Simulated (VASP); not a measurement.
Input for VASP

File KPOINTS:
```
Automatic mesh
0
Gamma
7 7 7
0 0 0
```

POSCAR:
```
Li2S
5.5146660
  0.0000000000   0.4999999645   0.4999999645
  0.4999999645   0.0000000000   0.4999999645
  0.4999999645   0.4999999645   0.0000000000
Li S
2 1
Direct
  0.2500000000   0.2500000000   0.2500000000
  0.7500000000   0.7500000000   0.7500000000
  0.0000000000   0.0000000000   0.0000000000
```

INCAR:
```
SYSTEM = Li2S
PREC = Accurate
ENCUT = 520
EDIFF = 1E-7
NELM = 100
ALGO = Normal
LREAL = .FALSE.
LASPH = .TRUE.
ISMEAR = 0
SIGMA = 0.05
GGA = PE
IVDW = 12
LWAVE = .FALSE.
LCHARG = .FALSE.
ISIF = 2
```

POTCAR, in this order: Li_sv S (PBE.64 set). Program: vasp_std.

### Question
Write an equivalent input for Ansatz.

### Answer
One equivalent input (not run):
Ansatz 0.2 input:
```yaml
crystal:
  lattice:
    - [0.0000000, 2.7573328, 2.7573328]
    - [2.7573328, 0.0000000, 2.7573328]
    - [2.7573328, 2.7573328, 0.0000000]
  atoms:
    - { symbol: Li, position: [0.2500000, 0.2500000, 0.2500000] }
    - { symbol: Li, position: [0.7500000, 0.7500000, 0.7500000] }
    - { symbol: S, position: [0.0000000, 0.0000000, 0.0000000] }
kpoints:
  mp_grid: { grid: [7, 7, 7] }
hamiltonian:
  xc: pbe
  dispersion: d3bj
  pseudopotentials: { kind: paw }
scf:
  occupations: { method: gaussian, width: 0.05 }
  max_iter: 100
output: { forces: true, stress: true, eigenvalues: true }
```
The two are equivalent in intent, not identical: each code has its own PAW files, so the cut-off isn't converted (ENCUT is set for VASP's; basis.ecutwfc is left out, and Ansatz then takes the one that its files recommend); Ansatz stops its SCF on the density residual and VASP on the energy change (EDIFF).

The compound is Li2S in the antifluorite structure. This cell is one point of a volume scan, at 0.97 of the reference volume.
